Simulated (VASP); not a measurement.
# CoNiO2 (P4/mmm) in VASP: reference runs

Aim: a first look at CoNiO2 with PBE, on the cell as given.

All numbers are computed with VASP 6.6.1; they aren't measurements. Logs are shortened: lines on timing, memory, paths and dates and some standing lists are left out, and cuts for length are marked.

### Step 1. The crystal as given

It takes space group P4/mmm (No. 123, tetragonal). Conventional cell: a = 3.014 Å, b = 3.014 Å, c = 4.222 Å, α = 90.00°, β = 90.00°, γ = 90.00°. Ni (site symmetry 4/mmm) is surrounded by 6 O at 2.11 to 2.13 Å. Co (site symmetry 4/mmm) is surrounded by 6 O at 2.11 to 2.13 Å. Around O (site symmetry 4/mmm) lie 2 Ni at 2.11 Å and 4 Co at 2.13 Å. O (site symmetry 4/mmm) is surrounded by 2 Co at 2.11 Å and 4 Ni at 2.13 Å.

The cell comes from a database or a generator and needn't be the stable form of this composition.

### Step 2. Single point, PBE, collinear spin, ferromagnetic start

INCAR reads:

```
SYSTEM = CoNiO2
  PREC = Accurate
  ENCUT = 520
  EDIFF = 1E-7
  ISMEAR = -1
  SIGMA = 0.05
  LREAL = .False.
  LASPH = .True.
  NELM = 100
  ALGO = Normal
  ISIF = 2
  LWAVE = .False.
  LCHARG = .False.
  ISPIN = 2
  MAGMOM = 1 2 0 0
  LORBIT = 11
  LMAXMIX = 4
  GGA = PE
  NBANDS = 28
```

KPOINTS reads:

```
regular mesh
0
Gamma
  9 9 6
  0 0 0
```

POSCAR reads:

```
CoNiO2
1.0
    3.0143330000      0.0000000000      0.0000000000
    0.0000000000      3.0143330000      0.0000000000
    0.0000000000      0.0000000000      4.2222850000
Ni Co O
1 1 2
Direct
    0.0000000000      0.0000000000      0.0000000000
    0.5000000000      0.5000000000      0.5000000000
    0.0000000000      0.0000000000      0.5000000000
    0.5000000000      0.5000000000      0.0000000000
```

Potentials or basis: VASP PAW PBE potentials, release 64 (Ni, Co, O).

The run is started by

```
> cat potpaw_PBE.64/Ni/POTCAR potpaw_PBE.64/Co/POTCAR potpaw_PBE.64/O/POTCAR > POTCAR
> mpirun -np 1 vasp_std > vasp.out
```

OUTCAR:

```text
SYSTEM = CoNiO2
   PREC = Accurate
   ENCUT = 520
   EDIFF = 1E-7
   ISMEAR = -1
   LREAL = .False.
   LASPH = .True.
   NELM = 100
   ISIF = 2
   ISPIN = 2
   LORBIT = 11
   GGA = PE

 ion  position               nearest neighbor table
   1  0.000  0.000  0.000-   3 2.11   3 2.11   4 2.13   4 2.13   4 2.13   4 2.13   2 3.00   2 3.00
                             2 3.00   2 3.00   2 3.00   2 3.00   2 3.00   2 3.00
   2  0.500  0.500  0.500-   4 2.11   4 2.11   3 2.13   3 2.13   3 2.13   3 2.13   1 3.00   1 3.00
                             1 3.00   1 3.00   1 3.00   1 3.00   1 3.00   1 3.00
   3  0.000  0.000  0.500-   1 2.11   1 2.11   2 2.13   2 2.13   2 2.13   2 2.13
   4  0.500  0.500  0.000-   2 2.11   2 2.11   1 2.13   1 2.13   1 2.13   1 2.13

  LATTYP: Found a simple tetragonal cell.
 ALAT       =     3.0143330000
 C/A-ratio  =     1.4007360832

  Lattice vectors:

 A1 = (   3.0143330000,   0.0000000000,   0.0000000000)
 A2 = (   0.0000000000,   3.0143330000,   0.0000000000)
 A3 = (   0.0000000000,   0.0000000000,   4.2222850000)

Analysis of symmetry for initial positions (statically):
=====================================================================
 Subroutine PRICEL returns:
 Original cell was already a primitive cell.

 Routine SETGRP: Setting up the symmetry group for a
 simple tetragonal supercell.

 Subroutine GETGRP returns: Found 16 space group operations
 (whereof 16 operations were pure point group operations)
 out of a pool of 16 trial point group operations.

The static configuration has the point symmetry D_4h.

Analysis of symmetry for dynamics (positions and initial velocities):
=====================================================================
 Subroutine PRICEL returns:
 Original cell was already a primitive cell.

 Routine SETGRP: Setting up the symmetry group for a
 simple tetragonal supercell.

 Subroutine GETGRP returns: Found 16 space group operations
 (whereof 16 operations were pure point group operations)
 out of a pool of 16 trial point group operations.

The dynamic configuration has the point symmetry D_4h.

Analysis of structural, dynamic, and magnetic symmetry:
=====================================================================
 Subroutine PRICEL returns:
 Original cell was already a primitive cell.

 Routine SETGRP: Setting up the symmetry group for a
 simple tetragonal supercell.

 Subroutine GETGRP returns: Found 16 space group operations
 (whereof 16 operations were pure point group operations)
 out of a pool of 16 trial point group operations.

The overall configuration has the point symmetry D_4h.
[... 132 lines left out ...]
   LEPSILON=     F    determine dielectric tensor
   LRPA    =     F    only Hartree local field effects (RPA)
 spin polarized calculation
  energy-cutoff  :      520.00
  volume of cell :       38.36
 maximum number of plane-waves:      1055
 NGX is ok and might be reduce to    24
   NGX = 11   NGY = 11   NGZ = 15

 number of electron      30.9999977 magnetization       4.5029431

 Free energy of the ion-electron system (eV)
  ---------------------------------------------------
  ext. energy  EPLUGINS =         0.00000000
  ---------------------------------------------------
  free energy    TOTEN  =       -24.48853132 eV

  energy without entropy =      -24.43636343  energy(sigma->0) =      -24.46244738

 E-fermi :   7.5457     XC(G=0): -12.4132

 val. band max:        7.5412714696   @ k =   0.2222   0.2222   0.5000
 cond. band min:       7.5461010669   @ k =   0.3333   0.0000   0.0000
 fundamental gap:      0.0048295973
 Fermi energy:         7.5457322552

 spin component 1

 k-point     1 :       0.0000    0.0000    0.0000
  band No.  band energies     occupation
      1     -12.5170      1.00000
      2     -11.2190      1.00000
      3       0.9418      1.00000
      4       3.3394      1.00000
      5       3.3394      1.00000
      6       3.7679      1.00000
[... 709 lines left out ...]
     26      22.2805      0.00000
     27      27.2930      0.00000

 [... further k-points ...]

 spin component 2

 k-point     1 :       0.0000    0.0000    0.0000
  band No.  band energies     occupation
      1     -12.0720      1.00000
      2     -10.7017      1.00000
      3       1.2828      1.00000
      4       3.8035      1.00000
      5       3.8035      1.00000
      6       5.0670      1.00000
[... 709 lines left out ...]
     26      22.8149      0.00000
     27      27.6430      0.00000

 [... further k-points ...]

 [bands above 27 left out]

------------------------ aborting loop because EDIFF is reached ----------------------------------------

  FORCE on cell =-STRESS in cart. coord.  units (eV):
  Direction    XX          YY          ZZ          XY          YZ          ZX
  --------------------------------------------------------------------------------------
  -------------------------------------------------------------------------------------
  Total       -0.8898760     -0.8898760     -0.2739638      0.0000000      0.0000000      0.0000000
  in kB      -37.1629401    -37.1629401    -11.4412596      0.0000000      0.0000000      0.0000000
  external PRESSURE =     -28.5890466 kB  Pullay stress =       0.0000000 kB

 VOLUME and BASIS-vectors are now :
 -----------------------------------------------------------------------------
  energy-cutoff  :      520.00
  volume of cell :       38.36
      direct lattice vectors                 reciprocal lattice vectors
     3.014333000  0.000000000  0.000000000     0.331748350  0.000000000  0.000000000
     0.000000000  3.014333000  0.000000000     0.000000000  0.331748350  0.000000000
     0.000000000  0.000000000  4.222285000     0.000000000  0.000000000  0.236838584

 POSITION                                       TOTAL-FORCE (eV/Angst)
 -----------------------------------------------------------------------------------
      0.00000      0.00000      0.00000         0.000000      0.000000      0.000000
      1.50717      1.50717      2.11114         0.000000      0.000000      0.000000
      0.00000      0.00000      2.11114         0.000000      0.000000      0.000000
      1.50717      1.50717      0.00000         0.000000      0.000000      0.000000
 -----------------------------------------------------------------------------------
    total drift:                                0.000000     -0.000000     -0.000000

  FREE ENERGIE OF THE ION-ELECTRON SYSTEM (eV)
  ---------------------------------------------------
  free  energy   TOTEN  =       -24.4885313215 eV

  energy  without entropy=      -24.4363634293  energy(sigma->0) =      -24.46244738

 total charge

# of ion       s       p       d       tot
------------------------------------------
    1        0.312   0.366   8.241   8.919
    2        0.296   0.358   7.146   7.800
    3        1.558   3.412   0.000   4.969
    4        1.558   3.401   0.000   4.959
--------------------------------------------------
tot          3.723   7.537  15.387  26.648

 magnetization (x)

# of ion       s       p       d       tot
------------------------------------------
    1        0.014   0.014   1.427   1.454
    2        0.019   0.018   2.390   2.427
    3        0.028   0.243   0.000   0.270
    4        0.026   0.231   0.000   0.257
--------------------------------------------------
tot          0.087   0.505   3.816   4.408
```

Run time: 1.7 min. Hardware: 1 thread of AMD EPYC 9R45 (Zen 5), shared host; peak memory 0.2 GiB.

Results:

- Free energy: -24.4885 eV
- Pressure: -2.9 GPa
- Band gap on the k mesh: none (metal or under the smearing width)
- Net moment: 4.50 μB per cell
- Site moments: Ni +1.45; Co +2.43; O +0.27, +0.26 μB
- Valence electrons inside the program's atomic spheres: Ni 8.92; Co 7.80; O 4.97, 4.96

Caveat: semilocal functionals often make such compounds metallic where correlation or magnetic order opens a gap, which also shifts bond lengths. With open d or f shells a metallic result of PBE can be an artefact of self-interaction; +U or a hybrid may open a gap.
